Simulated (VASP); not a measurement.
# Ge5Au (P6/mmm) in VASP: settings compared

The runs below take Ge5Au through single point, with PBE, revPBE.

Program: VASP 6.6.1. These are calculated values, not measurements. Logs are shortened: lines on timing, memory, paths and dates and some standing lists are left out, and cuts for length are marked.

**1. Starting point**

It takes space group P6/mmm (No. 191, hexagonal). Conventional cell: a = 4.792 Å, b = 4.792 Å, c = 5.840 Å, α = 90.00°, β = 90.00°, γ = 120.00°. Around Ge (site symmetry 6/mmm) lie 2 Au at 2.92 Å and 12 Ge at 3.15 Å. Ge (site symmetry 3m) has 8 Ge at 2.77 to 3.15 Å and 3 Au at 3.10 Å as nearest neighbours. Around Au (site symmetry 6/mmm) lie 14 Ge at 2.92 to 3.10 Å.

The cell was built by a generator and needn't be a form met in nature.

**2. Single point, PBE**

File INCAR:

```
SYSTEM = Ge5Au
ALGO     = Fast           ! electronic algorithm
EDIFF    = 1E-6           ! SCF threshold, eV
ENCUT    = 520            ! plane-wave cutoff, eV
GGA      = PE             ! functional
ISIF     = 2              ! what is computed and relaxed
ISMEAR   = 0              ! smearing method
LASPH    = .True.         ! aspherical terms in the spheres
LCHARG   = .True.         ! write CHGCAR
LELF     = .True.         ! ELF
LREAL    = .False.        ! projectors in reciprocal space
LVHAR    = .True.       
LWAVE    = .False.        ! write WAVECAR
NBANDS   = 50             ! bands
NELM     = 100            ! most SCF steps
PREC     = Accurate       ! precision mode
SIGMA    = 0.1            ! smearing width, eV
```

File KPOINTS:

```
k-points
0
Gamma
  9 9 6
  0 0 0
```

File POSCAR:

```
Ge5Au
1.0
    4.7920678871      0.0000000000      0.0000000000
   -2.3960339436      4.1500525269      0.0000000000
    0.0000000000      0.0000000000      5.8397396013
Ge Au
5 1
Direct
    0.0000000000      0.0000000000      0.0000000000
    0.3333333333      0.6666666667      0.2593538376
    0.3333333333      0.6666666667      0.7406461624
    0.6666666667      0.3333333333      0.2593538376
    0.6666666667      0.3333333333      0.7406461624
    0.0000000000      0.0000000000      0.5000000000
```

Potentials or basis: VASP PAW PBE potentials, release 64 (Ge_d, Au).

Launch:

```console
$ cat potpaw_PBE.64/Ge_d/POTCAR potpaw_PBE.64/Au/POTCAR > POTCAR
$ mpirun -np 1 vasp_std > vasp.out
```

OUTCAR:

```text
SYSTEM = Ge5Au
   EDIFF = 1E-6
   ENCUT = 520
   GGA = PE
   ISIF = 2
   ISMEAR = 0
   LASPH = .True.
   LREAL = .False.
   NELM = 100
   PREC = Accurate

 ion  position               nearest neighbor table
   1  0.000  0.000  0.000-   6 2.92   6 2.92
   2  0.333  0.667  0.259-   4 2.77   4 2.77   4 2.77   3 2.81   6 3.10   6 3.10   6 3.10
   3  0.333  0.667  0.741-   5 2.77   5 2.77   5 2.77   2 2.81   6 3.10   6 3.10   6 3.10
   4  0.667  0.333  0.259-   2 2.77   2 2.77   2 2.77   5 2.81   6 3.10   6 3.10   6 3.10
   5  0.667  0.333  0.741-   3 2.77   3 2.77   3 2.77   4 2.81   6 3.10   6 3.10   6 3.10
   6  0.000  0.000  0.500-   1 2.92   1 2.92   3 3.10   4 3.10   5 3.10   2 3.10   4 3.10   5 3.10
                             2 3.10   3 3.10   4 3.10   5 3.10   2 3.10   3 3.10

  LATTYP: Found a hexagonal cell.
 ALAT       =     4.7920678871
 C/A-ratio  =     1.2186262254

  Lattice vectors:

 A1 = (   4.7920678871,   0.0000000000,   0.0000000000)
 A2 = (  -2.3960339436,   4.1500525269,   0.0000000000)
 A3 = (   0.0000000000,   0.0000000000,   5.8397396013)

Analysis of symmetry for initial positions (statically):
=====================================================================
 Subroutine PRICEL returns:
 Original cell was already a primitive cell.

 Routine SETGRP: Setting up the symmetry group for a
 hexagonal supercell.

 Subroutine GETGRP returns: Found 24 space group operations
 (whereof 24 operations were pure point group operations)
 out of a pool of 24 trial point group operations.

The static configuration has the point symmetry D_6h.

Analysis of symmetry for dynamics (positions and initial velocities):
=====================================================================
 Subroutine PRICEL returns:
 Original cell was already a primitive cell.

 Routine SETGRP: Setting up the symmetry group for a
 hexagonal supercell.

 Subroutine GETGRP returns: Found 24 space group operations
 (whereof 24 operations were pure point group operations)
 out of a pool of 24 trial point group operations.

The dynamic configuration has the point symmetry D_6h.

 Subroutine INISYM returns: Found 24 space group operations
 (whereof 24 operations are pure point group operations),
 and found     1 'primitive' translations

----------------------------------------------------------------------------------------

                                     Primitive cell

  volume of cell :     116.1368

  direct lattice vectors                    reciprocal lattice vectors
     4.792067887  0.000000000  0.000000000     0.208678179  0.120480403  0.000000000
    -2.396033944  4.150052527  0.000000000     0.000000000  0.240960806  0.000000000
     0.000000000  0.000000000  5.839739601     0.000000000  0.000000000  0.171240512

  length of vectors
     4.792067887  4.792067887  5.839739601     0.240960806  0.240960806  0.171240512

  position of ions in fractional coordinates (direct lattice)
     0.000000000  0.000000000  0.000000000
     0.333333333  0.666666667  0.259353838
     0.333333333  0.666666667  0.740646162
     0.666666667  0.333333333  0.259353838
     0.666666667  0.333333333  0.740646162
     0.000000000  0.000000000  0.500000000

  ion indices of the primitive-cell ions
   primitive index   ion index
                 1           1
                 2           2
                 3           3
                 4           4
                 5           5
                 6           6

----------------------------------------------------------------------------------------

 KPOINTS: k-points

Automatic generation of k-mesh.
 Grid dimensions read from file:
 generate k-points for:    9    9    6

 Generating k-lattice:

  Cartesian coordinates                     Fractional coordinates (reciprocal lattice)
     0.023186464  0.013386711  0.000000000     0.111111111  0.000000000  0.000000000
     0.000000000  0.026773423  0.000000000     0.000000000  0.111111111  0.000000000
     0.000000000  0.000000000  0.028540085     0.000000000  0.000000000  0.166666667

  Length of vectors
     0.026773423  0.026773423  0.028540085

  Shift w.r.t. Gamma in fractional coordinates (k-lattice)
     0.000000000  0.000000000  0.000000000

 Subroutine IBZKPT returns following result:
 ===========================================

 Found     48 irreducible k-points:

 Following reciprocal coordinates:
            Coordinates               Weight
  0.000000  0.000000  0.000000      1.000000
  0.111111 -0.000000  0.000000      6.000000
  0.222222  0.000000  0.000000      6.000000
  0.333333 -0.000000  0.000000      6.000000
  0.444444  0.000000  0.000000      6.000000
  0.111111  0.111111  0.000000      6.000000
[... 16 lines left out ...]
  0.333333  0.222222  0.166667     24.000000
  0.333333  0.333333  0.166667      4.000000
 [... further k-points ...]
   k-points           NKPTS =     48   k-points in BZ     NKDIM =     48   number of bands    NBANDS=     50
   number of dos      NEDOS =    301   number of ions     NIONS =      6
   total plane-waves  NPLWV =  62208
   dimension x,y,z NGX =    36 NGY =   36 NGZ =   48
   dimension x,y,z NGXF=    72 NGYF=   72 NGZF=   96
   ions per type =               5   1
   NGX,Y,Z   is equivalent  to a cutoff of  12.49, 12.49, 13.66 a.u.
   NGXF,Y,Z  is equivalent  to a cutoff of  24.98, 24.98, 27.33 a.u.
 SYSTEM =  Ge5Au
   PREC   = accura    normal or accurate (medium, high low for compatibility)
   ISTART =      0    job   : 0-new  1-cont  2-samecut
   ICHARG =      2    charge: 1-file 2-atom 10-const
   ISPIN  =      1    spin polarized calculation?
   LNONCOLLINEAR =      F non collinear calculations
   LSORBIT =      F    spin-orbit coupling
   LASPH  =      T    aspherical Exc in radial PAW
   ENCUT  =  520.0 eV  38.22 Ry    6.18 a.u.   8.91  8.91 10.86*2*pi/ulx,y,z
   NELM   =    100;   NELMIN=  2; NELMDL= -5     # of ELM steps
   EDIFF  = 0.1E-05   stopping-criterion for ELM
   LREAL  =      F    real-space projection
   EDIFFG = 0.1E-04   stopping-criterion for IOM
   NSW    =      0    number of steps for IOM
   IBRION =     -1    ionic relax: 0-MD 1-quasi-New 2-CG
   NFREE  =      0    steps in history (QN), initial steepest desc. (CG)
   ISIF   =      2    stress and relaxation
   ISYM   =      2    0-nonsym 1-usesym 2-fastsym
   POTIM  = 0.5000    time-step for ionic-motion
   TEBEG  =    0.0;   TEEND  =   0.0 temperature during run
   PSTRESS=    0.0 pullay stress
   NELECT =      81.0000    total number of electrons
   NUPDOWN=      -1.0000    fix difference up-down
   EMIN   =  10.00;   EMAX   =-10.00  energy-range for DOS
   EFERMI =   0.00;   METHOD = LEGACY
   ISMEAR =     0;   SIGMA  =   0.10  broadening in eV -4-tet -1-fermi 0-gaus
   EFERMI_NEDOS =   21; number of points for ismear=-14 and -15
   IALGO  =     68    algorithm
   IMIX   =      4    mixing-type and parameters
     AMIX     =   0.40;   BMIX     =  1.00
     AMIX_MAG =   1.60;   BMIX_MAG =  1.00
  volume/ion in A,a.u.               =      19.36       130.62
  Fermi-wavevector in a.u.,A,eV,Ry     =   1.451821  2.743544 28.678156  2.107785
  Thomas-Fermi vector in A             =   2.569274
   LORBIT       =      0    0 simple, 1 ext, 2 COOP (PROOUT), +10 PAW based schemes
   GGA     = PE    functional components
   LHFCALC =     F    Hartree Fock is set to
   AEXX    =    0.0000 exact exchange contribution
   IVDW    =     0    specifies the selected vdW correction
   LEPSILON=     F    determine dielectric tensor
   LRPA    =     F    only Hartree local field effects (RPA)
 non-spin polarized calculation
 RMM-DIIS sequential band-by-band and
 Gauss-broadening in eV      SIGMA  =   0.10
  energy-cutoff  :      520.00
  volume of cell :      116.14
 maximum number of plane-waves:      3166
 NGX is ok and might be reduce to    36
   NGX = 17   NGY = 17   NGZ = 21

 number of electron      81.0000064 magnetization

 Free energy of the ion-electron system (eV)
  ---------------------------------------------------
  ext. energy  EPLUGINS =         0.00000000
  ---------------------------------------------------
  free energy    TOTEN  =       -23.92042785 eV

  energy without entropy =      -23.90646810  energy(sigma->0) =      -23.91344798

 E-fermi :   6.7137     XC(G=0): -11.2917

 val. band max:        6.7084983460   @ k =   0.4444   0.1111   0.5000
 cond. band min:       6.7187039874   @ k =   0.2222   0.2222   0.3333
 fundamental gap:      0.0102056413
 Fermi energy:         6.7137259501

 k-point     1 :       0.0000    0.0000    0.0000
  band No.  band energies     occupation
      1     -18.1690      2.00000
      2     -18.1690      2.00000
      3     -18.1676      2.00000
      4     -18.1676      2.00000
      5     -18.1657      2.00000
      6     -18.0097      2.00000
[... 42 lines left out ...]
     49      10.4554      0.00000
     50      11.3800      0.00000

 k-point     2 :       0.1111   -0.0000    0.0000
  band No.  band energies     occupation
      1     -18.1688      2.00000
      2     -18.1686      2.00000
      3     -18.1676      2.00000
      4     -18.1675      2.00000
      5     -18.1657      2.00000
      6     -18.0092      2.00000
[... 42 lines left out ...]
     49      10.7324      0.00000
     50      11.7492      0.00000

 k-point     3 :       0.2222    0.0000    0.0000
  band No.  band energies     occupation
      1     -18.1682      2.00000
      2     -18.1677      2.00000
      3     -18.1674      2.00000
      4     -18.1671      2.00000
      5     -18.1655      2.00000
      6     -18.0075      2.00000
[... 42 lines left out ...]
     49      11.8805      0.00000
     50      12.6510      0.00000

 k-point     4 :       0.3333   -0.0000    0.0000
  band No.  band energies     occupation
      1     -18.1676      2.00000
      2     -18.1673      2.00000
      3     -18.1670      2.00000
      4     -18.1661      2.00000
      5     -18.1653      2.00000
      6     -18.0049      2.00000
[... 999 lines left out ...]
 k-point    23 :       0.3333    0.2222    0.1667
  band No.  band energies     occupation
      1     -18.1670      2.00000
      2     -18.1667      2.00000
      3     -18.1661      2.00000
      4     -18.1653      2.00000
      5     -18.1650      2.00000
      6     -17.9997      2.00000
[... 42 lines left out ...]
     49      12.4582      0.00000
     50      12.5328      0.00000

 k-point    24 :       0.3333    0.3333    0.1667
  band No.  band energies     occupation
      1     -18.1668      2.00000
      2     -18.1668      2.00000
      3     -18.1654      2.00000
      4     -18.1654      2.00000
      5     -18.1651      2.00000
      6     -18.0012      2.00000
[... 42 lines left out ...]
     49      12.3358      0.00000
     50      13.0027      0.00000

 [... further k-points ...]
[... 5 lines left out ...]
  --------------------------------------------------------------------------------------
  -------------------------------------------------------------------------------------
  Total       -0.0947652     -0.0947652     -0.0685873      0.0000000     -0.0000000     -0.0000000
  in kB       -1.3073432     -1.3073432     -0.9462024      0.0000000     -0.0000000     -0.0000000
  external PRESSURE =      -1.1869630 kB  Pullay stress =       0.0000000 kB

 VOLUME and BASIS-vectors are now :
 -----------------------------------------------------------------------------
  energy-cutoff  :      520.00
  volume of cell :      116.14
      direct lattice vectors                 reciprocal lattice vectors
     4.792067887  0.000000000  0.000000000     0.208678179  0.120480403  0.000000000
    -2.396033944  4.150052527  0.000000000     0.000000000  0.240960806  0.000000000
     0.000000000  0.000000000  5.839739601     0.000000000  0.000000000  0.171240512

 POSITION                                       TOTAL-FORCE (eV/Angst)
 -----------------------------------------------------------------------------------
      0.00000      0.00000      0.00000         0.000000      0.000000     -0.000000
     -0.00000      2.76670      1.51456         0.000000     -0.000000      0.001766
     -0.00000      2.76670      4.32518         0.000000     -0.000000     -0.001766
      2.39603      1.38335      1.51456        -0.000000      0.000000      0.001766
      2.39603      1.38335      4.32518        -0.000000      0.000000     -0.001766
      0.00000      0.00000      2.91987         0.000000      0.000000     -0.000000
 -----------------------------------------------------------------------------------
    total drift:                                0.000000      0.000000      0.000000

  FREE ENERGIE OF THE ION-ELECTRON SYSTEM (eV)
  ---------------------------------------------------
  free  energy   TOTEN  =       -23.9204278544 eV

  energy  without entropy=      -23.9064680986  energy(sigma->0) =      -23.91344798
```

Run time: 3.9 min. Hardware: 1 thread of Intel Xeon Platinum 8488C (Sapphire Rapids), shared host; peak memory 0.38 GiB.

What came out:

- Free energy: -23.9204 eV
- Pressure: -0.1 GPa
- Band gap on the k mesh: none (metal or under the smearing width)

The run has no spin-orbit coupling, so splittings on Au are missing.

(Part 1 of 2 ends here.)
